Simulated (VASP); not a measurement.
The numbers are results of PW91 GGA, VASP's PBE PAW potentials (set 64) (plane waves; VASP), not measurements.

VASP ran on this input.

### INCAR
```
LASPH = .TRUE.   # aspherical one-centre terms
LMAXMIX = 6
NELM = 100   # most electronic steps
LWAVE = .FALSE.
LCHARG = .FALSE.
ISIF = 2   # forces and stress, cell fixed
ALGO = Normal   # blocked Davidson
GGA = 91
PREC = Accurate
ENCUT = 520
EDIFF = 1E-6
LREAL = .FALSE.
SYSTEM = HfB2
ISMEAR = 1
SIGMA = 0.1   # width (eV)
```

**KPOINTS**
```
Automatic mesh
0
Gamma
 10 10 8
0 0 0
```

File POSCAR:
```
HfB2
3.4233860
  0.4584645144  -0.8137650852   0.0000000000
  0.4584645144   0.8137650852   0.0000000000
  0.0000000000   0.0000000000   1.0000000000
Hf B
1 2
Direct
  0.0000000000   0.0000000000   0.0000000000
  0.3333330000   0.6666670000   0.5000000000
  0.6731810000   0.3398470000   0.5000000000
```

POTCAR, in this order: Hf_pv B (PBE.64 set). Program: vasp_std.

Output of the run:

OSZICAR:
```
       N       E                     dE             d eps       ncg     rms          rms(c)
DAV:   1     0.282695768145E+02    0.28270E+02   -0.84042E+03  6240   0.126E+03
DAV:   2    -0.268568565662E+02   -0.55126E+02   -0.51893E+02  7696   0.239E+02
DAV:   3    -0.285626638021E+02   -0.17058E+01   -0.16768E+01  8192   0.322E+01
DAV:   4    -0.285767964012E+02   -0.14133E-01   -0.14111E-01  7552   0.313E+00
DAV:   5    -0.285769532974E+02   -0.15690E-03   -0.15684E-03  8204   0.262E-01    0.520E+01
DAV:   6    -0.263474780926E+02    0.22295E+01   -0.53291E+00  7524   0.150E+01    0.378E+01
DAV:   7    -0.262999129790E+02    0.47565E-01   -0.16497E+00  7900   0.890E+00    0.117E+01
DAV:   8    -0.262376245442E+02    0.62288E-01   -0.46696E-01  7356   0.475E+00    0.186E+00
DAV:   9    -0.262331344743E+02    0.44901E-02   -0.31433E-02  7360   0.138E+00    0.238E-01
DAV:  10    -0.262331247092E+02    0.97651E-05   -0.78640E-04  7680   0.244E-01    0.362E-01
DAV:  11    -0.262331188921E+02    0.58171E-05   -0.92466E-05  7672   0.767E-02    0.144E-01
DAV:  12    -0.262331171114E+02    0.17807E-05   -0.85634E-06  7680   0.258E-02    0.351E-02
DAV:  13    -0.262331168684E+02    0.24304E-06   -0.30510E-07  4412   0.563E-03
   1 F= -.26233117E+02 E0= -.26233104E+02  d E =-.371400E-04
```

OUTCAR:
```
------------------------ aborting loop because EDIFF is reached ----------------------------------------
  FORCE on cell =-STRESS in cart. coord.  units (eV):
  Direction    XX          YY          ZZ          XY          YZ          ZX
  --------------------------------------------------------------------------------------
  Total        0.3678873     -1.9534714      1.3673335      0.0197686      0.0000000      0.0000000
  in kB       19.6889695   -104.5478843     73.1783583      1.0579973      0.0000000      0.0000000
  external PRESSURE =      -3.8935188 kB  Pullay stress =       0.0000000 kB
  volume of cell :       29.94
      direct lattice vectors                 reciprocal lattice vectors
     1.569501000 -2.785832000  0.000000000     0.318572591 -0.179479595  0.000000000
     1.569501000  2.785832000  0.000000000     0.318572591  0.179479595  0.000000000
     0.000000000  0.000000000  3.423386000     0.000000000  0.000000000  0.292108456
 POSITION                                       TOTAL-FORCE (eV/Angst)
 -----------------------------------------------------------------------------------
      0.00000      0.00000      0.00000         0.147561      0.001975      0.000000
      1.56950      0.92861      1.71169         0.155476      0.056422      0.000000
      1.58995     -0.92861      1.71169        -0.303036     -0.058396      0.000000
 -----------------------------------------------------------------------------------
    total drift:                               -0.000013      0.000002      0.000000
  FREE ENERGIE OF THE ION-ELECTRON SYSTEM (eV)
  ---------------------------------------------------
  free  energy   TOTEN  =       -26.2331168684 eV

  energy  without entropy=      -26.2330797283  energy(sigma->0) =      -26.23310449
```
(Selected blocks of OUTCAR.)

The compound is HfB2 in the AlB2 type structure. The cell was not relaxed at this level, atoms are displaced from their ideal sites. The run is one of a series of settings (GGA = 91 against the base run), some of them coarse on purpose.
